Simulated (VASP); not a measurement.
Data:

```xyz
5
Lattice="3.8734 0.0000 0.0000 0.0000 3.8734 0.0000 0.0000 0.0000 3.8734" Properties=species:S:1:pos:R:3 pbc="T T T"
Sr     0.0000     0.0000     0.0000
V      1.9367     1.9367     1.9367
O      1.9367     0.0000     1.9367
O      0.0000     1.9367     1.9367
O      1.9367     1.9367     0.0000
```

Calculation: optB86b-vdW, VASP's PBE PAW potentials (set 64) (plane waves; VASP). Settings: 520 eV cut-off, 8×8×8 Γ-centred mesh, first-order Methfessel-Paxton smearing of 0.10 eV, potentials Sr_sv V_sv O.

**Question.** Give the stress tensor in GPa (positive for a compressed cell).

**Answer.** 
```
-5.26   0.00   0.00
 0.00  -5.26   0.00
 0.00   0.00  -5.26
```
The pressure is its mean diagonal, -5.26 GPa.

The compound is SrVO3 in the cubic perovskite structure. This cell is one point of a volume scan, at 1.03 of the reference volume. The run is not spin-polarised, so no magnetic state was tried. The electron count is odd and the run is not spin-polarised, which forces a metal.
